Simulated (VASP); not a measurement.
```
CeO2
1.0
    0.00000     2.72294     2.72294
    2.72294     0.00000     2.72294
    2.72294     2.72294     0.00000
Ce O
1 2
Direct
  0.00000   0.00000   0.00000
  0.25000   0.25000   0.25000
  0.75000   0.75000   0.75000
```

All values below come from TPSS meta-GGA, VASP's PBE PAW potentials (set 64) (plane waves; VASP 6.6.1). Run with 520 eV cut-off, 7×7×7 Γ-centred mesh, Gaussian smearing of 0.050 eV, potentials Ce O.

Question: Estimate the energy per atom (σ→0).

Answer: 
The energy per atom (σ→0) is -12.676 eV/atom.

The compound is CeO2 in the fluorite structure. It was relaxed first. The run is not spin-polarised, so no magnetic state was tried.
